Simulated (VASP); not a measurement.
Method: PBE GGA, VASP's PBE PAW potentials (set 64) (plane waves; VASP).

VASP ran on this input.

KPOINTS:
```
K-points
0
gamma
 7 7 7
```

### POSCAR
```
GaSb
1
    0.0000000000     3.0500000000     3.0500000000
    3.0500000000     0.0000000000     3.0500000000
    3.0500000000     3.0500000000     0.0000000000
Ga Sb
1 1
Direct
  0.0000000000   0.0000000000   0.0000000000
  0.2500000000   0.2500000000   0.2500000000
```

**INCAR**
```
SYSTEM = GaSb
PREC = Accurate
ENCUT = 400
EDIFF = 1E-6
NELM = 100
ALGO = Normal
LREAL = .FALSE.
LASPH = .TRUE.
ISMEAR = 1
SIGMA = 0.01
GGA = PE
LMAXMIX = 4
LWAVE = .FALSE.
LCHARG = .FALSE.
ISIF = 2
```

POTCAR, in this order: Ga_d Sb (PBE.64 set). Program: vasp_std.

Unless said otherwise, spin-orbit coupling is left out, though it shifts the bands of the heavy elements here.

Problem. Predict the energy per atom (σ→0), pressure, band gap (on the k-mesh).

Solution. 
```
Property                          Result
------------------------  --------------
energy per atom (σ→0)     -3.664 eV/atom
band gap (on the k-mesh)         0.10 eV
pressure                        2.71 GPa
```

### OSZICAR
```
...
DAV:   6    -0.734074848129E+01    0.45188E-01   -0.73882E-02   755   0.482E+00    0.197E+00
DAV:   7    -0.732741158780E+01    0.13337E-01   -0.45309E-02   610   0.198E+00    0.346E-01
DAV:   8    -0.732836521354E+01   -0.95363E-03   -0.48955E-03   643   0.978E-01    0.815E-02
DAV:   9    -0.732886961319E+01   -0.50440E-03   -0.79722E-04   570   0.242E-01    0.392E-02
DAV:  10    -0.732888719115E+01   -0.17578E-04   -0.34669E-05   656   0.459E-02    0.107E-02
DAV:  11    -0.732891417675E+01   -0.26986E-04   -0.42967E-05   555   0.504E-02    0.430E-03
DAV:  12    -0.732891480418E+01   -0.62743E-06   -0.96365E-07   489   0.106E-02
   1 F= -.73289148E+01 E0= -.73289165E+01  d E =0.507105E-05
```

The compound is GaSb in the zinc blende structure. The cell was not relaxed at this level. The run is one of a series of settings (ISMEAR = 1, SIGMA = 0.01 against the base run), some of them coarse on purpose.
